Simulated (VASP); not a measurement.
# Band gap of BP at several levels of theory

How does the band gap of BP depend on the functional? The starting structure is a measured crystal structure from the Crystallography Open Database. Cell and atoms stay as given. Meshes and data sets differ where the inputs say so.

Method: Kohn-Sham DFT with plane waves and PAW; LDA, PBE, r2SCAN, TB-mBJ, HSE06, PBE0 and r2SCAN-EpsX, in VASP 6.6.1.

## (1) Set-up

Symmetry: F-43m, No. 216, cubic system. Conventional cell: a = 4.538 Å, b = 4.538 Å, c = 4.538 Å, α = 90.00°, β = 90.00°, γ = 90.00°. P has 4 B at 1.97 Å nearest. Nearest to B lie 4 P at 1.97 Å. Farther neighbours are not listed.

## (2) Bands with LDA

LDA, the lowest rung, knows the local density alone.

Contents of INCAR:

```
SYSTEM = BP
PREC = Accurate
ENCUT = 370
EDIFF = 1E-06
NELM = 100
ISMEAR = 0
SIGMA = 0.03
LREAL = .FALSE.
ALGO = Normal
GGA = CA
NBANDS = 16
LORBIT = 11
LWAVE = .FALSE.
LCHARG = .FALSE.
KPAR = 8
LASPH = .TRUE.
```

Contents of POSCAR:

```
BP
1.0
    0.0000000000      2.2690000000      2.2690000000
    2.2690000000      0.0000000000      2.2690000000
    2.2690000000      2.2690000000      0.0000000000
P B
1 1
Direct
    0.7500000000      0.7500000000      0.7500000000
    0.0000000000      0.0000000000      0.0000000000
```

Contents of KPOINTS:

```
Automatic mesh
0
Gamma
8 8 8
0 0 0
```

Contents of KPOINTS_OPT:

```
Line mode
10
Line-mode
Reciprocal
  0.00000000   0.00000000   0.00000000 GAMMA
  0.50000000   0.00000000   0.50000000 X

  0.50000000   0.00000000   0.50000000 X
  0.50000000   0.25000000   0.75000000 W

  0.50000000   0.25000000   0.75000000 W
  0.37500000   0.37500000   0.75000000 K

  0.37500000   0.37500000   0.75000000 K
  0.00000000   0.00000000   0.00000000 GAMMA

  0.00000000   0.00000000   0.00000000 GAMMA
  0.50000000   0.50000000   0.50000000 L

  0.50000000   0.50000000   0.50000000 L
  0.62500000   0.25000000   0.62500000 U

  0.62500000   0.25000000   0.62500000 U
  0.50000000   0.25000000   0.75000000 W

  0.50000000   0.25000000   0.75000000 W
  0.50000000   0.50000000   0.50000000 L

  0.50000000   0.50000000   0.50000000 L
  0.37500000   0.37500000   0.75000000 K

  0.62500000   0.25000000   0.62500000 U
  0.50000000   0.00000000   0.50000000 X
```

PAW data sets: P and B (LDA family, release 64).

Command:

```sh
mpirun -np 8 vasp_std
```

The log of the run:

```text
[banner, memory and clock lines left out]
running    8 mpi-ranks, on    1 nodes
 distrk:  each k-point on    1 cores,    8 groups
 distr:  one band on    1 cores,    1 groups

 POSCAR found type information on POSCAR P B
 POSCAR found :  2 types and       2 ions
|                                                                             |
|           W    W    AA    RRRRR   N    N  II  N    N   GGGG   !!!           |
|           W    W   A  A   R    R  NN   N  II  NN   N  G    G  !!!           |
|           W    W  A    A  R    R  N N  N  II  N N  N  G       !!!           |
|           W WW W  AAAAAA  RRRRR   N  N N  II  N  N N  G  GGG   !            |
|           WW  WW  A    A  R   R   N   NN  II  N   NN  G    G                |
|           W    W  A    A  R    R  N    N  II  N    N   GGGG   !!!           |
|                                                                             |
|     For optimal performance we recommend to set                             |
|       NCORE = 2 up to number-of-cores-per-socket                            |
|     NCORE specifies how many cores store one orbital (NPAR=cpu/NCORE).      |
|     This setting can greatly improve the performance of VASP for DFT.       |
|     The default, NCORE=1 might be grossly inefficient on modern             |
|     multi-core architectures or massively parallel machines. Do your        |
|     Unfortunately you need to use the default for GW and RPA                |
|     calculations (for HF NCORE is supported but not extensively tested      |
|     yet).                                                                   |
|                                                                             |

 LDA part: xc-table for (Slater(with rela. corr.)+CA(PZ))
 , standard interpolation
 POSCAR, INCAR and KPOINTS ok, starting setup
 FFT: planning ... GRIDC
 FFT: planning ... GRID_SOFT
 FFT: planning ... GRID
 WAVECAR not read
 entering main loop
       N       E                     dE             d eps       ncg     rms          rms(c)
DAV:   1     0.397140482617E+01    0.39714E+01   -0.31356E+03   928   0.353E+02
DAV:   2    -0.148162483196E+02   -0.18788E+02   -0.18117E+02  1256   0.797E+01
DAV:   3    -0.152083639768E+02   -0.39212E+00   -0.39186E+00  1080   0.952E+00
DAV:   4    -0.152091490469E+02   -0.78507E-03   -0.78506E-03  1248   0.533E-01
DAV:   5    -0.152091512739E+02   -0.22271E-05   -0.22272E-05  1072   0.266E-02    0.734E+00
DAV:   6    -0.145098347549E+02    0.69932E+00   -0.14050E+00  1176   0.368E+00    0.374E+00
DAV:   7    -0.143963548507E+02    0.11348E+00   -0.20735E-01  1176   0.169E+00    0.135E+00
DAV:   8    -0.143838308572E+02    0.12524E-01   -0.22834E-02  1240   0.635E-01    0.217E-01
DAV:   9    -0.143838853701E+02   -0.54513E-04   -0.84876E-04  1008   0.145E-01    0.106E-01
DAV:  10    -0.143838706301E+02    0.14740E-04   -0.83884E-05  1208   0.397E-02    0.222E-02
DAV:  11    -0.143838702629E+02    0.36725E-06   -0.12909E-06  1008   0.617E-03
   1 F= -.14383870E+02 E0= -.14383870E+02  d E =-.331480E-27
 Start KPOINTS_OPT (optional k-point list driver)
k-point batch [1-29\100]
       N       E                     dE             ncg
DAV:   1     0.717298189475E+03   -0.64112E+04      928
DAV:   2     0.197597573818E+03   -0.51970E+03     1264
DAV:   3     0.185916863282E+03   -0.11681E+02     1112
DAV:   4     0.185892630199E+03   -0.24233E-01     1240
DAV:   5     0.185892560293E+03   -0.69906E-04     1088
DAV:   6     0.185892560042E+03   -0.25102E-06     1136
[...]
k-point batch [88-100\100]
       N       E                     dE             ncg
DAV:   1     0.438166074826E+04   -0.36942E+04      424
DAV:   2     0.415194438607E+04   -0.22972E+03      544
DAV:   3     0.414736372690E+04   -0.45807E+01      544
DAV:   4     0.414735403634E+04   -0.96906E-02      496
DAV:   5     0.414735400771E+04   -0.28633E-04      552
DAV:   6     0.414735400760E+04   -0.11315E-06      488
```

Wall time 2.6 s (8 MPI ranks of Intel Xeon Platinum 8259CL at 2.50GHz (Skylake/Cascade Lake), shared host); peak memory 0.9 GiB; 16 s of CPU time.

Lines that name or quote the potential files are left out of all logs, and their timing lines are given in words.

From OUTCAR (step 2):

```text
ion  position               nearest neighbor table
   1  0.750  0.750  0.750-   2 1.97   2 1.97   2 1.97   2 1.97
   2  0.000  0.000  0.000-   1 1.97   1 1.97   1 1.97   1 1.97

  LATTYP: Found a face centered cubic cell.
 ALAT       =     4.5380000000

 Subroutine GETGRP returns: Found 24 space group operations
 (whereof 24 operations were pure point group operations)

The static configuration has the point symmetry T_d .

 Found     29 irreducible k-points:

   k-points           NKPTS =     29   k-points in BZ     NKDIM =     29   number of bands    NBANDS=     16

   dimension x,y,z NGX =    20 NGY =   20 NGZ =   20
   dimension x,y,z NGXF=    40 NGYF=   40 NGZF=   40

   ENCUT  =  370.0 eV  27.19 Ry    5.21 a.u.   5.03  5.03  5.03*2*pi/ulx,y,z

   NELECT =       8.0000    total number of electrons

 k-points in reciprocal lattice and weights: Automatic mesh
   0.00000000  0.00000000  0.00000000       0.002
   0.12500000  0.00000000  0.00000000       0.016
   0.25000000  0.00000000  0.00000000       0.016
   0.37500000  0.00000000  0.00000000       0.016
   0.50000000  0.00000000  0.00000000       0.008
   0.12500000  0.12500000  0.00000000       0.012
   0.25000000  0.12500000  0.00000000       0.047
   0.37500000  0.12500000  0.00000000       0.047
   0.50000000  0.12500000  0.00000000       0.047
[...]
-0.37500000  0.50000000  0.12500000       0.023
  -0.25000000  0.50000000  0.25000000       0.012

 average (electrostatic) potential at core
       1 -82.2671       2 -30.0034

 E-fermi :   7.6285

 k-point     1 :       0.0000    0.0000    0.0000
  band No.  band energies     occupation
      1      -7.9835      2.00000
      2       7.4079      2.00000
      3       7.4079      2.00000
      4       7.4079      2.00000
      5      10.7859      0.00000
      6      10.7859      0.00000
      7      10.7859      0.00000
      8      14.7760      0.00000
      9      18.6629      0.00000
    ...

 k-point     2 :       0.1250    0.0000    0.0000
  band No.  band energies     occupation
      1      -7.7028      2.00000
      2       5.5657      2.00000
      3       6.9810      2.00000
      4       6.9810      2.00000
      5      11.3098      0.00000
      6      11.3746      0.00000
      7      11.3746      0.00000
      8      15.5385      0.00000
      9      18.6408      0.00000
    ...

 k-point     3 :       0.2500    0.0000    0.0000
  band No.  band energies     occupation
      1      -6.8789      2.00000
      2       2.5854      2.00000
      3       6.2953      2.00000
      4       6.2953      2.00000
      5      11.3884      0.00000
      6      12.1395      0.00000
      7      12.1395      0.00000
      8      16.8953      0.00000
      9      18.3591      0.00000
    ...

  Total       -0.7828240     -0.7828240     -0.7828240      0.0000000      0.0000000     -0.0000000
  in kB      -53.6835484    -53.6835484    -53.6835484      0.0000000      0.0000000     -0.0000000
  external PRESSURE =     -53.6835484 kB  Pullay stress =       0.0000000 kB

  energy-cutoff  :      370.00
  volume of cell :       23.36
      direct lattice vectors                 reciprocal lattice vectors
     0.000000000  2.269000000  2.269000000    -0.220361393  0.220361393  0.220361393
     2.269000000  0.000000000  2.269000000     0.220361393 -0.220361393  0.220361393
     2.269000000  2.269000000  0.000000000     0.220361393  0.220361393 -0.220361393

 POSITION                                       TOTAL-FORCE (eV/Angst)
 -----------------------------------------------------------------------------------
      3.40350      3.40350      3.40350        -0.000000     -0.000000     -0.000000
      0.00000      0.00000      0.00000         0.000000      0.000000      0.000000
 -----------------------------------------------------------------------------------
    total drift:                               -0.000000     -0.000000     -0.000000

  FREE ENERGIE OF THE ION-ELECTRON SYSTEM (eV)
  ---------------------------------------------------
  free  energy   TOTEN  =       -14.3838702629 eV

  energy  without entropy=      -14.3838702629  energy(sigma->0) =      -14.38387026

 total charge
# of ion       s       p       d       tot
------------------------------------------
    1        0.994   1.581   0.000   2.576
    2        0.661   1.282   0.000   1.944
--------------------------------------------------
tot          1.656   2.864   0.000   4.519

[... 3 further parts left out ...]
```

At this level the cell is under a tension of 5.4 GPa, so at these settings it is away from equilibrium.

LDA gives a least gap of 1.196 eV, and a least direct gap of 3.378 eV.

## (3) Bands with PBE

PBE, the usual starting point, adds the gradient of the density.

Changes to INCAR since step 2:

```diff
@@ -9,3 +9,3 @@
 ALGO = Normal
-GGA = CA
+GGA = PE
 NBANDS = 16
```

POSCAR is that of step 2.

KPOINTS is that of step 2.

KPOINTS_OPT is that of step 2.

PAW data sets: P and B (PBE family, release 64).

Command:

```sh
mpirun -np 8 vasp_std
```

The log of the run:

```text
[banner, memory and clock lines left out]
running    8 mpi-ranks, on    1 nodes
[...]
[... a notice as in an earlier step ...]

 LDA part: xc-table for (Slater+PW92), standard interpolation
 POSCAR, INCAR and KPOINTS ok, starting setup
[...]
entering main loop
       N       E                     dE             d eps       ncg     rms          rms(c)
DAV:   1     0.548830794833E+01    0.54883E+01   -0.31532E+03   928   0.355E+02
DAV:   2    -0.132471402396E+02   -0.18735E+02   -0.18070E+02  1256   0.797E+01
DAV:   3    -0.136343573964E+02   -0.38722E+00   -0.38697E+00  1080   0.944E+00
DAV:   4    -0.136351028898E+02   -0.74549E-03   -0.74548E-03  1248   0.520E-01
[...]
DAV:   9    -0.129273370099E+02   -0.41142E-03   -0.75657E-04  1032   0.134E-01    0.933E-02
DAV:  10    -0.129274196978E+02   -0.82688E-04   -0.12988E-04  1168   0.547E-02    0.267E-02
DAV:  11    -0.129274195022E+02    0.19559E-06   -0.22377E-06  1064   0.721E-03
   1 F= -.12927420E+02 E0= -.12927420E+02  d E =-.455759E-12
 Start KPOINTS_OPT (optional k-point list driver)
k-point batch [1-29\100]
       N       E                     dE             ncg
DAV:   1     0.716682167726E+03   -0.64118E+04      928
DAV:   2     0.195664601297E+03   -0.52102E+03     1256
DAV:   3     0.184174076149E+03   -0.11491E+02     1120
DAV:   4     0.184150668638E+03   -0.23408E-01     1248
DAV:   5     0.184150601906E+03   -0.66732E-04     1088
DAV:   6     0.184150601669E+03   -0.23725E-06     1152
[...]
k-point batch [88-100\100]
       N       E                     dE             ncg
DAV:   1     0.438109016093E+04   -0.36948E+04      424
DAV:   2     0.415072613863E+04   -0.23036E+03      528
DAV:   3     0.414623789769E+04   -0.44882E+01      552
DAV:   4     0.414622857368E+04   -0.93240E-02      496
DAV:   5     0.414622854650E+04   -0.27186E-04      568
DAV:   6     0.414622854639E+04   -0.10621E-06      488
```

Wall time 3 s (8 MPI ranks); peak memory 0.95 GiB; 20 s of CPU time.

From OUTCAR (step 3):

```text
  Total        0.1268554      0.1268554      0.1268554     -0.0000000     -0.0000000      0.0000000
  in kB        8.6993318      8.6993318      8.6993318     -0.0000000     -0.0000000      0.0000000
  external PRESSURE =       8.6993318 kB  Pullay stress =       0.0000000 kB

 POSITION                                       TOTAL-FORCE (eV/Angst)
 -----------------------------------------------------------------------------------
      3.40350      3.40350      3.40350        -0.000000     -0.000000      0.000000
      0.00000      0.00000      0.00000         0.000000      0.000000     -0.000000
 -----------------------------------------------------------------------------------
    total drift:                               -0.000000     -0.000000     -0.000000

  FREE ENERGIE OF THE ION-ELECTRON SYSTEM (eV)
  ---------------------------------------------------
  free  energy   TOTEN  =       -12.9274195022 eV

  energy  without entropy=      -12.9274195022  energy(sigma->0) =      -12.92741950

[... 2 parts as in an earlier step ...]

[... 1 further part left out ...]
[key lines of the parts left out:]
E-fermi :   7.5657
```

PBE gives a least gap of 1.248 eV, and a least direct gap of 3.400 eV. The least gap is +0.052 eV from that of LDA.

## (4) Bands with r2SCAN

r2SCAN adds the kinetic-energy density, costs more than a GGA and is run with LASPH.

Changes to INCAR since step 3:

```diff
@@ -9,3 +9,4 @@
 ALGO = Normal
-GGA = PE
+METAGGA = R2SCAN
+LASPH = .TRUE.
 NBANDS = 16
@@ -15,2 +16 @@
 KPAR = 8
-LASPH = .TRUE.
```

POSCAR is that of step 3.

KPOINTS is that of step 3.

KPOINTS_OPT is that of step 3.

Command:

```sh
mpirun -np 8 vasp_std
```

The log of the run:

```text
[banner, memory and clock lines left out]
running    8 mpi-ranks, on    1 nodes
[...]
[... a notice as in an earlier step ...]

|                                                                             |
|               ----> ADVICE to this user running VASP <----                  |
|                                                                             |
|     You enforced a specific xc type in the INCAR file but a different       |
|     [... a line on the potential file left out ...]
|     I HOPE YOU KNOW WHAT YOU ARE DOING!                                     |
|                                                                             |

 LDA part: xc-table for (None), standard interpolation
 POSCAR, INCAR and KPOINTS ok, starting setup
[...]
entering main loop
       N       E                     dE             d eps       ncg     rms          rms(c)
DAV:   1     0.477536184010E+00    0.47754E+00   -0.32602E+03   928   0.366E+02
DAV:   2    -0.187767863723E+02   -0.19254E+02   -0.18577E+02  1248   0.821E+01
[...]
DAV:   4    -0.191713138022E+02   -0.70818E-03   -0.70817E-03  1240   0.515E-01
[...]
DAV:   9    -0.173075715497E+02   -0.25560E-03   -0.81877E-04  1144   0.137E-01    0.751E-02
DAV:  10    -0.173076029754E+02   -0.31426E-04   -0.79871E-05  1088   0.432E-02    0.211E-02
DAV:  11    -0.173076026055E+02    0.36990E-06   -0.64788E-06  1224   0.108E-02
   1 F= -.17307603E+02 E0= -.17307603E+02  d E =-.143777E-22
 Start KPOINTS_OPT (optional k-point list driver)
k-point batch [1-29\100]
       N       E                     dE             ncg
DAV:   1     0.647987277202E+03   -0.64805E+04      928
DAV:   2     0.103865823455E+03   -0.54412E+03     1256
DAV:   3     0.921783356860E+02   -0.11687E+02     1128
DAV:   4     0.921551608082E+02   -0.23175E-01     1232
DAV:   5     0.921550971313E+02   -0.63677E-04     1080
DAV:   6     0.921550969124E+02   -0.21890E-06     1144
[...]
k-point batch [88-100\100]
       N       E                     dE             ncg
DAV:   1     0.434774818572E+04   -0.37282E+04      424
DAV:   2     0.410712304090E+04   -0.24063E+03      536
DAV:   3     0.410250499481E+04   -0.46180E+01      544
DAV:   4     0.410249553284E+04   -0.94620E-02      520
DAV:   5     0.410249550565E+04   -0.27186E-04      552
DAV:   6     0.410249550555E+04   -0.10290E-06      504
```

Wall time 8.8 s (8 MPI ranks); peak memory 0.98 GiB.

Parts of OUTCAR (step 4):

```text
  Total       -0.0971347     -0.0971347     -0.0971347     -0.0000000     -0.0000000      0.0000000
  in kB       -6.6611869     -6.6611869     -6.6611869     -0.0000000     -0.0000000      0.0000000
  external PRESSURE =      -6.6611869 kB  Pullay stress =       0.0000000 kB

  FREE ENERGIE OF THE ION-ELECTRON SYSTEM (eV)
  ---------------------------------------------------
  free  energy   TOTEN  =       -17.3076026055 eV

  energy  without entropy=      -17.3076026055  energy(sigma->0) =      -17.30760261

[... 3 parts as in an earlier step ...]

[... 1 further part left out ...]
[key lines of the parts left out:]
E-fermi :   7.5881
```

r2SCAN gives a least gap of 1.455 eV, and a least direct gap of 3.639 eV. The least gap is +0.259 eV from that of LDA.

(Continued in part 2 of 2.)

[Lines on the potential files, build, host, timing and source positions are cut from VASP's logs without a mark.]

[Logs are printed without paths, hosts, clocks, repeated set-up lines and the standing remarks that a program may print on its own settings, such as how far it seeks lower states.]

[Hosts, paths, dates, database ids (printed as entryN), source tags and the programs' standing remarks are cut or masked in the printed files.]
